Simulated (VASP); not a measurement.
**SiC: GW quasiparticle gap**

Wanted: how far GW moves the Kohn-Sham levels of SiC. The cell has space group P6_3mc. The start is a cell from a database of measured crystal structures.

Main program and level: VASP 6.6.1; r2SCAN; plane waves and PAW (Si_GW, C_GW), in the first sound run; inputs show where later runs differ.

## Step 1: Set-up

The structure is hexagonal, space group P6_3mc (No. 186). The conventional cell has a = 3.079 Å, b = 3.079 Å, c = 20.146 Å, α = 90.00°, β = 90.00°, γ = 120.00°. Nearest to Si lie 4 C at 1.88 to 1.89 Å. Nearest to C lie 4 Si at 1.88 to 1.89 Å. C has 4 Si at 1.88 to 1.89 Å nearest. Farther neighbours are not listed.

Structure file:

```cif
data_structure
_symmetry_space_group_name_H-M 'P6_3mc'
_symmetry_Int_Tables_number 186
_cell_length_a 3.0790
_cell_length_b 3.0790
_cell_length_c 20.1460
_cell_angle_alpha 90.000
_cell_angle_beta 90.000
_cell_angle_gamma 120.000
_cell_volume 165.40
loop_
_atom_site_label
_atom_site_type_symbol
_atom_site_symmetry_multiplicity
_atom_site_Wyckoff_symbol
_atom_site_fract_x
_atom_site_fract_y
_atom_site_fract_z
_atom_site_occupancy
Si1 Si 2 b 0.33333 0.66667 0.25000 1
Si2 Si 2 b 0.33333 0.66667 0.62500 1
Si3 Si 2 a 0.00000 0.00000 0.00000 1
Si4 Si 2 b 0.33333 0.66667 0.87500 1
C1 C 2 b 0.33333 0.66667 0.96900 1
C2 C 2 a 0.00000 0.00000 0.09400 1
C3 C 2 b 0.33333 0.66667 0.34400 1
C4 C 2 b 0.33333 0.66667 0.71900 1
```

## Step 2: Ground state

The orbitals come from a self-consistent r2SCAN run with a tight EDIFF and a narrow smearing. KPOINTS_OPT adds the bands along a path, which shows whether the mesh holds the band edges.

Input file INCAR:

```
SYSTEM = SiC
PREC = Accurate
ENCUT = 440
EDIFF = 1E-08
NELM = 100
ISMEAR = 0
SIGMA = 0.01
LREAL = .FALSE.
ALGO = Normal
METAGGA = R2SCAN
LASPH = .TRUE.
NBANDS = 48
LORBIT = 11
LWAVE = .TRUE.
LCHARG = .FALSE.
KPAR = 4
```

Input file POSCAR:

```
SiC
1.0
    3.0790000000      0.0000000000      0.0000000000
   -1.5395000000      2.6664922183      0.0000000000
    0.0000000000      0.0000000000     20.1460000000
Si C
8 8
Direct
    0.3333333333      0.6666666667      0.2500000000
    0.6666666667      0.3333333333      0.7500000000
    0.3333333333      0.6666666667      0.6250000000
    0.6666666667      0.3333333333      0.1250000000
    0.0000000000      0.0000000000      0.0000000000
    0.0000000000      0.0000000000      0.5000000000
    0.3333333333      0.6666666667      0.8750000000
    0.6666666667      0.3333333333      0.3750000000
    0.3333333333      0.6666666667      0.9690000000
    0.6666666667      0.3333333333      0.4690000000
    0.0000000000      0.0000000000      0.0940000000
    0.0000000000      0.0000000000      0.5940000000
    0.3333333333      0.6666666667      0.3440000000
    0.6666666667      0.3333333333      0.8440000000
    0.3333333333      0.6666666667      0.7190000000
    0.6666666667      0.3333333333      0.2190000000
```

Input file KPOINTS:

```
Automatic mesh
0
Gamma
6 6 1
0 0 0
```

Input file KPOINTS_OPT:

```
Line mode
8
Line-mode
Reciprocal
  0.00000000   0.00000000   0.00000000 GAMMA
  0.50000000   0.00000000   0.00000000 M

  0.50000000   0.00000000   0.00000000 M
  0.33333333   0.33333333   0.00000000 K

  0.33333333   0.33333333   0.00000000 K
  0.00000000   0.00000000   0.00000000 GAMMA

  0.00000000   0.00000000   0.00000000 GAMMA
  0.00000000   0.00000000   0.50000000 A

  0.00000000   0.00000000   0.50000000 A
  0.50000000   0.00000000   0.50000000 L

  0.50000000   0.00000000   0.50000000 L
  0.33333333   0.33333333   0.50000000 H

  0.33333333   0.33333333   0.50000000 H
  0.00000000   0.00000000   0.50000000 A

  0.50000000   0.00000000   0.50000000 L
  0.50000000   0.00000000   0.00000000 M

  0.33333333   0.33333333   0.00000000 K
  0.33333333   0.33333333   0.50000000 H
```

PAW data sets: Si_GW and C_GW (PBE family, release 64).

Run with:

```bash
$ mpirun -np 8 vasp_std
```

The program printed:

```text
[banner, memory and clock lines left out]
running    8 mpi-ranks, on    1 nodes
 distrk:  each k-point on    2 cores,    4 groups
 distr:  one band on    1 cores,    2 groups

 POSCAR found type information on POSCAR SiC
 POSCAR found :  2 types and      16 ions
|                                                                             |
|           W    W    AA    RRRRR   N    N  II  N    N   GGGG   !!!           |
|           W    W   A  A   R    R  NN   N  II  NN   N  G    G  !!!           |
|           W    W  A    A  R    R  N N  N  II  N N  N  G       !!!           |
|           W WW W  AAAAAA  RRRRR   N  N N  II  N  N N  G  GGG   !            |
|           WW  WW  A    A  R   R   N   NN  II  N   NN  G    G                |
|           W    W  A    A  R    R  N    N  II  N    N   GGGG   !!!           |
|                                                                             |
|     For optimal performance we recommend to set                             |
|       NCORE = 2 up to number-of-cores-per-socket                            |
|     NCORE specifies how many cores store one orbital (NPAR=cpu/NCORE).      |
|     This setting can greatly improve the performance of VASP for DFT.       |
|     The default, NCORE=1 might be grossly inefficient on modern             |
|     multi-core architectures or massively parallel machines. Do your        |
|     Unfortunately you need to use the default for GW and RPA                |
|     calculations (for HF NCORE is supported but not extensively tested      |
|     yet).                                                                   |
|                                                                             |

|                                                                             |
|               ----> ADVICE to this user running VASP <----                  |
|                                                                             |
|     You enforced a specific xc type in the INCAR file but a different       |
|     [... a line on the potential file left out ...]
|     I HOPE YOU KNOW WHAT YOU ARE DOING!                                     |
|                                                                             |

 LDA part: xc-table for (None), standard interpolation
 POSCAR, INCAR and KPOINTS ok, starting setup
 FFT: planning ... GRIDC
 FFT: planning ... GRID_SOFT
 FFT: planning ... GRID
 WAVECAR not read
 entering main loop
       N       E                     dE             d eps       ncg     rms          rms(c)
DAV:   1     0.144330305939E+03    0.14433E+03   -0.28109E+04   880   0.118E+03
DAV:   2    -0.161995827233E+03   -0.30633E+03   -0.28204E+03  1184   0.275E+02
DAV:   3    -0.180983653213E+03   -0.18988E+02   -0.18648E+02   848   0.612E+01
DAV:   4    -0.182878282925E+03   -0.18946E+01   -0.18890E+01  1272   0.275E+01
DAV:   5    -0.182889282114E+03   -0.10999E-01   -0.10990E-01   880   0.174E+00    0.193E+01
DAV:   6    -0.154009760021E+03    0.28880E+02   -0.35012E+01   888   0.260E+01    0.681E+00
DAV:   7    -0.154489583857E+03   -0.47982E+00   -0.93762E+00  1160   0.156E+01    0.356E+00
DAV:   8    -0.154559777641E+03   -0.70194E-01   -0.44185E-01  1072   0.383E+00    0.975E-01
DAV:   9    -0.154540173331E+03    0.19604E-01   -0.74170E-02   912   0.131E+00    0.213E-01
DAV:  10    -0.154541447935E+03   -0.12746E-02   -0.30203E-02  1064   0.697E-01    0.202E-01
DAV:  11    -0.154540488277E+03    0.95966E-03   -0.37421E-03   952   0.325E-01    0.333E-02
DAV:  12    -0.154540517669E+03   -0.29392E-04   -0.23979E-04  1016   0.844E-02    0.180E-02
DAV:  13    -0.154540516664E+03    0.10053E-05   -0.55447E-05  1072   0.319E-02    0.174E-03
DAV:  14    -0.154540518178E+03   -0.15148E-05   -0.29787E-06   880   0.103E-02    0.234E-03
DAV:  15    -0.154540519307E+03   -0.11289E-05   -0.98743E-07  1136   0.520E-03    0.252E-04
DAV:  16    -0.154540519531E+03   -0.22346E-06   -0.66991E-08   848   0.153E-03    0.244E-04
DAV:  17    -0.154540519423E+03    0.10719E-06   -0.82394E-09   584   0.678E-04    0.176E-04
DAV:  18    -0.154540519357E+03    0.66067E-07   -0.28254E-09   544   0.588E-04    0.106E-04
DAV:  19    -0.154540519329E+03    0.28010E-07   -0.22581E-09   568   0.399E-04    0.359E-05
DAV:  20    -0.154540519329E+03   -0.53205E-10   -0.10301E-09   528   0.340E-04
   1 F= -.15454052E+03 E0= -.15454052E+03  d E =-.634003E-45
 Start KPOINTS_OPT (optional k-point list driver)
k-point batch [1-7\72]
       N       E                     dE             ncg
DAV:   1     0.319856801368E+04   -0.28745E+04      904
DAV:   2     0.104539263472E+04   -0.21532E+04     1176
DAV:   3     0.890884022390E+03   -0.15451E+03      872
DAV:   4     0.872294782564E+03   -0.18589E+02     1256
DAV:   5     0.872168959961E+03   -0.12582E+00      912
DAV:   6     0.872159346330E+03   -0.96136E-02     1256
DAV:   7     0.872159276688E+03   -0.69643E-04      944
DAV:   8     0.872159272882E+03   -0.38052E-05     1264
DAV:   9     0.872159272816E+03   -0.65978E-07      760
DAV:  10     0.872159272814E+03   -0.22246E-08      664
[...]
k-point batch [71-72\72]
       N       E                     dE             ncg
DAV:   1     0.131935806948E+05   -0.43540E+04      248
DAV:   2     0.126548391480E+05   -0.53874E+03      328
DAV:   3     0.126282541817E+05   -0.26585E+02      256
DAV:   4     0.126260103162E+05   -0.22439E+01      320
DAV:   5     0.126259894610E+05   -0.20855E-01      280
DAV:   6     0.126259880227E+05   -0.14383E-02      336
DAV:   7     0.126259880060E+05   -0.16659E-04      264
DAV:   8     0.126259880052E+05   -0.79925E-06      344
DAV:   9     0.126259880052E+05   -0.37055E-07      208
DAV:  10     0.126259880052E+05   -0.12751E-08      184
 writing wavefunctions
```

The job ended after 96 s (8 MPI ranks of Intel Xeon 6975P-C (Granite Rapids), shared host; peak memory 2.1 GiB; 13 min of CPU time).

Lines that name or quote the potential files are left out of all logs, and their timing lines are given in words.

From OUTCAR (step 2):

```text
ion  position               nearest neighbor table
   1  0.333  0.667  0.250-  16 1.88  16 1.88  16 1.88  13 1.89   8 3.08   4 3.08   4 3.08   8 3.08
                             8 3.08   4 3.08
   2  0.667  0.333  0.750-  15 1.88  15 1.88  15 1.88  14 1.89   3 3.08   7 3.08   7 3.08   3 3.08
                             7 3.08   3 3.08
   3  0.333  0.667  0.625-  12 1.88  12 1.88  12 1.88  15 1.89   6 3.08   2 3.08   2 3.08   6 3.08
                             6 3.08   2 3.08
   4  0.667  0.333  0.125-  11 1.88  11 1.88  11 1.88  16 1.89   5 3.08   1 3.08   1 3.08   5 3.08
                             5 3.08   1 3.08
   5  0.000  0.000  0.000-   9 1.88   9 1.88   9 1.88  11 1.89   7 3.08   4 3.08   7 3.08   4 3.08
                             7 3.08   4 3.08
   6  0.000  0.000  0.500-  10 1.88  10 1.88  10 1.88  12 1.89   8 3.08   3 3.08   8 3.08   3 3.08
                             3 3.08   8 3.08
   7  0.333  0.667  0.875-  14 1.88  14 1.88  14 1.88   9 1.89   2 3.08   5 3.08   2 3.08   5 3.08
                             5 3.08   2 3.08
   8  0.667  0.333  0.375-  13 1.88  13 1.88  13 1.88  10 1.89   6 3.08   1 3.08   1 3.08   6 3.08
                             6 3.08   1 3.08
   9  0.333  0.667  0.969-   5 1.88   5 1.88   5 1.88   7 1.89
  10  0.667  0.333  0.469-   6 1.88   6 1.88   6 1.88   8 1.89
  11  0.000  0.000  0.094-   4 1.88   4 1.88   4 1.88   5 1.89
  12  0.000  0.000  0.594-   3 1.88   3 1.88   3 1.88   6 1.89
  13  0.333  0.667  0.344-   8 1.88   8 1.88   8 1.88   1 1.89
  14  0.667  0.333  0.844-   7 1.88   7 1.88   7 1.88   2 1.89
  15  0.333  0.667  0.719-   2 1.88   2 1.88   2 1.88   3 1.89
  16  0.667  0.333  0.219-   1 1.88   1 1.88   1 1.88   4 1.89

  LATTYP: Found a hexagonal cell.
 ALAT       =     3.0790000000
 C/A-ratio  =     6.5430334524

 Subroutine GETGRP returns: Found 12 space group operations
 (whereof  6 operations were pure point group operations)

The static configuration has the point symmetry C_3v.
 The point group associated with its full space group is C_6v.

 Found      7 irreducible k-points:

   k-points           NKPTS =      7   k-points in BZ     NKDIM =      7   number of bands    NBANDS=     48

   dimension x,y,z NGX =    24 NGY =   24 NGZ =  140
   dimension x,y,z NGXF=    48 NGYF=   48 NGZF=  280

   ENCUT  =  440.0 eV  32.34 Ry    5.69 a.u.   5.27  5.27 34.46*2*pi/ulx,y,z

   NELECT =      64.0000    total number of electrons

 k-points in reciprocal lattice and weights: Automatic mesh
   0.00000000  0.00000000  0.00000000       0.028
   0.16666667  0.00000000  0.00000000       0.167
   0.33333333  0.00000000  0.00000000       0.167
   0.50000000  0.00000000  0.00000000       0.083
   0.16666667  0.16666667  0.00000000       0.167
   0.33333333  0.16666667  0.00000000       0.333
   0.33333333  0.33333333  0.00000000       0.056

 average (electrostatic) potential at core
       1 -66.4726       2 -66.4726       3 -66.4442       4 -66.4442       5 -66.4109
       6 -66.4109       7 -66.4052       8 -66.4052       9 -46.9648      10 -46.9648
      11 -46.9902      12 -46.9902      13 -46.9478      14 -46.9478      15 -47.0440
      16 -47.0440

 E-fermi :   7.7826

 k-point     1 :       0.0000    0.0000    0.0000
  band No.  band energies     occupation
    ...
     28       7.4993      2.00000
     29       7.4993      2.00000
     30       7.6820      2.00000
     31       7.6820      2.00000
     32       7.6849      2.00000
     33      13.4591      0.00000
     34      13.5249      0.00000
     35      13.8586      0.00000
     36      14.1251      0.00000
     37      14.3430      0.00000
    ...

 k-point     2 :       0.1667    0.0000    0.0000
  band No.  band energies     occupation
    ...
     28       6.6190      2.00000
     29       7.0972      2.00000
     30       7.1388      2.00000
     31       7.3836      2.00000
     32       7.4366      2.00000
     33      12.9361      0.00000
     34      13.1671      0.00000
     35      13.1896      0.00000
     36      13.6708      0.00000
     37      13.9386      0.00000
    ...

 k-point     3 :       0.3333    0.0000    0.0000
  band No.  band energies     occupation
    ...
     28       6.1380      2.00000
     29       6.3866      2.00000
     30       6.4218      2.00000
     31       6.6254      2.00000
     32       6.8229      2.00000
     33      10.8155      0.00000
     34      10.8743      0.00000
     35      11.5192      0.00000
     36      11.8575      0.00000
     37      12.6048      0.00000
    ...

  Total       -1.3497202     -1.3497202     -2.1289635      0.0000000      0.0000000      0.0000000
  in kB      -13.0742108    -13.0742108    -20.6224362      0.0000000      0.0000000      0.0000000
  external PRESSURE =     -15.5902860 kB  Pullay stress =       0.0000000 kB

  energy-cutoff  :      440.00
  volume of cell :      165.40
      direct lattice vectors                 reciprocal lattice vectors
     3.079000000  0.000000000  0.000000000     0.324780773  0.187512267  0.000000000
    -1.539500000  2.666492218  0.000000000     0.000000000  0.375024533  0.000000000
     0.000000000  0.000000000 20.146000000     0.000000000  0.000000000  0.049637645

 POSITION                                       TOTAL-FORCE (eV/Angst)
 -----------------------------------------------------------------------------------
     -0.00000      1.77766      5.03650         0.000000     -0.000000      0.080044
      1.53950      0.88883     15.10950        -0.000000      0.000000      0.080044
     -0.00000      1.77766     12.59125         0.000000     -0.000000      0.066460
      1.53950      0.88883      2.51825        -0.000000      0.000000      0.066460
      0.00000      0.00000      0.00000        -0.000000      0.000000      0.077315
      0.00000      0.00000     10.07300         0.000000     -0.000000      0.077315
     -0.00000      1.77766     17.62775         0.000000     -0.000000      0.068611
      1.53950      0.88883      7.55475        -0.000000      0.000000      0.068611
     -0.00000      1.77766     19.52147        -0.000000     -0.000000     -0.088196
      1.53950      0.88883      9.44847         0.000000     -0.000000     -0.088196
      0.00000      0.00000      1.89372         0.000000     -0.000000     -0.069330
      0.00000      0.00000     11.96672         0.000000     -0.000000     -0.069330
     -0.00000      1.77766      6.93022         0.000000     -0.000000      0.031432
      1.53950      0.88883     17.00322         0.000000     -0.000000      0.031432
     -0.00000      1.77766     14.48497         0.000000     -0.000000     -0.166336
      1.53950      0.88883      4.41197         0.000000     -0.000000     -0.166336
 -----------------------------------------------------------------------------------
    total drift:                                0.000000      0.000000     -0.004585

  FREE ENERGIE OF THE ION-ELECTRON SYSTEM (eV)
  ---------------------------------------------------
  free  energy   TOTEN  =      -154.5405193295 eV

  energy  without entropy=     -154.5405193295  energy(sigma->0) =     -154.54051933

 total charge
# of ion       s       p       d       tot
------------------------------------------
    1        0.674   0.950   0.217   1.841
    2        0.674   0.950   0.217   1.841
    3        0.674   0.949   0.217   1.840
    4        0.674   0.949   0.217   1.840
    5        0.674   0.949   0.217   1.841
    6        0.674   0.949   0.217   1.841
    7        0.675   0.945   0.217   1.837
    8        0.675   0.945   0.217   1.837
    9        0.824   1.682   0.000   2.506
   10        0.824   1.682   0.000   2.506
   11        0.824   1.682   0.000   2.507
   12        0.824   1.682   0.000   2.507
   13        0.825   1.684   0.000   2.509
   14        0.825   1.684   0.000   2.509
   15        0.825   1.683   0.000   2.507
   16        0.825   1.683   0.000   2.507
--------------------------------------------------
tot         11.992  21.047   1.736  34.775

[... 3 further parts left out ...]
```

The PAW data sets were made with PBE, which is usual practice but a small mismatch for other functionals.

This step gave:

- free energy (TOTEN): -154.5405 eV
- Fermi energy: 7.783 eV
- pressure: -1.559 GPa
- least gap on mesh and path: 2.143 eV
- least direct gap on mesh and path: 3.296 eV

The highest empty bands on the path are converged less tightly, to about 0.1 eV. The electronic bands at the labelled points (eV, zero at the valence-band top; v1 is the highest filled band, c1 the lowest empty one):

```csv
point,v4,v3,v2,v1,c1,c2,c3,c4
Γ,-0.19,0.00,0.00,0.00,5.77,5.84,6.17,6.44
0.43 of the way,-0.79,-0.75,-0.49,-0.42,4.58,4.78,4.92,5.39
M,-1.62,-1.58,-1.45,-1.15,2.14,2.35,3.29,3.53
0.43 of the way,-2.30,-2.04,-1.75,-1.55,3.02,3.44,4.28,4.65
K,-2.58,-2.52,-2.23,-2.23,3.72,4.47,4.59,4.59
0.43 of the way,-2.18,-1.61,-1.08,-0.87,4.75,5.02,5.15,5.36
Γ,-0.19,0.00,0.00,0.00,5.77,5.84,6.17,6.44
0.57 of the way,-0.11,-0.11,-0.02,-0.02,5.78,5.82,6.21,6.37
A,-0.06,-0.06,-0.06,-0.06,5.80,5.80,6.28,6.28
0.43 of the way,-0.72,-0.72,-0.51,-0.51,4.64,4.64,5.17,5.17
L,-1.67,-1.67,-1.28,-1.28,2.27,2.27,3.33,3.33
0.57 of the way,-2.19,-2.19,-1.84,-1.84,3.52,3.52,4.83,4.83
H,-2.71,-2.71,-2.09,-2.09,4.04,4.04,4.41,4.41
0.57 of the way,-1.41,-1.41,-0.59,-0.59,5.57,5.57,5.63,5.63
A,-0.06,-0.06,-0.06,-0.06,5.80,5.80,6.28,6.28
jump to L,-1.67,-1.67,-1.28,-1.28,2.27,2.27,3.33,3.33
0.57 of the way,-1.78,-1.50,-1.44,-1.18,2.17,2.34,3.29,3.47
M,-1.62,-1.58,-1.45,-1.15,2.14,2.35,3.29,3.53
jump to K,-2.58,-2.52,-2.23,-2.23,3.72,4.47,4.59,4.59
0.43 of the way,-2.70,-2.56,-2.16,-2.16,3.78,4.36,4.50,4.50
H,-2.71,-2.71,-2.09,-2.09,4.04,4.04,4.41,4.41
```

Of the projections kept (Si, C), the largest for each band there; the rest of the weight can lie on other orbitals:

```csv
point,v4,v3,v2,v1,c1,c2,c3,c4
Γ,C 0.73,C 0.74,C 0.74,C 0.74,Si 0.65,Si 0.65,Si 0.65,Si 0.64
M,C 0.64,C 0.64,C 0.64,C 0.66,Si 0.66,Si 0.70,Si 0.78,Si 0.63
K,C 0.59,C 0.60,C 0.60,C 0.60,Si 0.76,Si 0.61,Si 0.67,Si 0.67
Γ,C 0.73,C 0.74,C 0.74,C 0.74,Si 0.65,Si 0.65,Si 0.65,Si 0.64
A,C 0.74,C 0.74,C 0.74,C 0.74,Si 0.65,Si 0.65,Si 0.65,Si 0.65
L,C 0.63,C 0.63,C 0.66,C 0.66,Si 0.67,Si 0.67,Si 0.73,Si 0.73
```

The cell has a gap of 2.14 eV on mesh and path. Forces of up to 0.17 eV/Å remain in these settings.

(Part 1 of 4 ends here.)

[Lines on the potential files, build, host, timing and source positions are cut from VASP's logs without a mark.]

[Logs are printed without paths, hosts, clocks, repeated set-up lines and the standing remarks that a program may print on its own settings, such as how far it seeks lower states.]

[Hosts, paths, dates, database ids (printed as entryN), source tags and the programs' standing remarks are cut or masked in the printed files.]

[Pressures printed for these runs are not shown converged in the cutoff: they can be off by several GPa and have the wrong sign.]
